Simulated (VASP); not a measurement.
Level of theory: PBE GGA, VASP's PBE PAW potentials (set 64) (plane waves; VASP 6.6.1).

Input for VASP

File KPOINTS:
```
kpoints
0
Gamma
 6 6 6
0 0 0
```

File POSCAR:
```
KTaO3
1.0
  3.9938194571   0.0000000000   0.0000000000
  0.0000000000   3.9938194571   0.0000000000
  0.0000000000   0.0000000000   3.9938194571
K Ta O
1 1 3
Cartesian
  0.0000000000   0.0000000000   0.0000000000
  1.9969097285   1.9969097285   1.9969097285
  1.9969097285   0.0000000000   1.9969097285
  0.0000000000   1.9969097285   1.9969097285
  1.9969097285   1.9969097285   0.0000000000
```

INCAR:
```
ALGO = Normal
EDIFF = 1E-6
EDIFFG = -0.02
ENCUT = 620
GGA = PE
IBRION = 2
ISIF = 3
ISMEAR = 0
LASPH = .True.
LCHARG = .False.
LMAXMIX = 6
LREAL = .False.
LWAVE = .False.
NELM = 100
NSW = 40
PREC = Accurate
PSTRESS = 100
SIGMA = 0.05
SYSTEM = KTaO3
```

POTCAR, in this order: K_sv Ta_pv O (PBE.64 set). Program: vasp_std.

Energy and stress use the plane-wave basis of the starting cell. Unless said otherwise, spin-orbit coupling is left out, though it shifts the bands of the heavy elements here.

Q: What does the run give for the energy per atom (σ→0), volume per atom, band gap (on the k-mesh)?

A: 
```yaml
energy per atom (σ→0): -8197 meV/atom
band gap (on the k-mesh): 2.22 eV
volume_per_atom: 12.46 Å³/atom
```

**OSZICAR**
```
...
DAV:   3    -0.409876404531E+02    0.43749E-01   -0.75192E-02  1148   0.273E+00    0.870E-01
DAV:   4    -0.409833704986E+02    0.42700E-02   -0.25858E-02  1306   0.108E+00    0.474E-01
DAV:   5    -0.409837747807E+02   -0.40428E-03   -0.19791E-03  1422   0.261E-01    0.128E-01
DAV:   6    -0.409838196140E+02   -0.44833E-04   -0.53394E-04  1270   0.149E-01    0.380E-02
DAV:   7    -0.409838145213E+02    0.50927E-05   -0.38561E-05  1475   0.373E-02    0.114E-02
DAV:   8    -0.409838126723E+02    0.18490E-05   -0.21349E-06   958   0.106E-02    0.303E-03
DAV:   9    -0.409838130775E+02   -0.40522E-06   -0.19738E-07   614   0.368E-03
   3 F= -.37096022E+02 E0= -.37096022E+02  d E =-.228537E-01
```

The compound is KTaO3 in the cubic perovskite structure. This run relaxes it under an external pressure of 10 GPa. Symmetry was kept, so distortions that lower it aren't found.
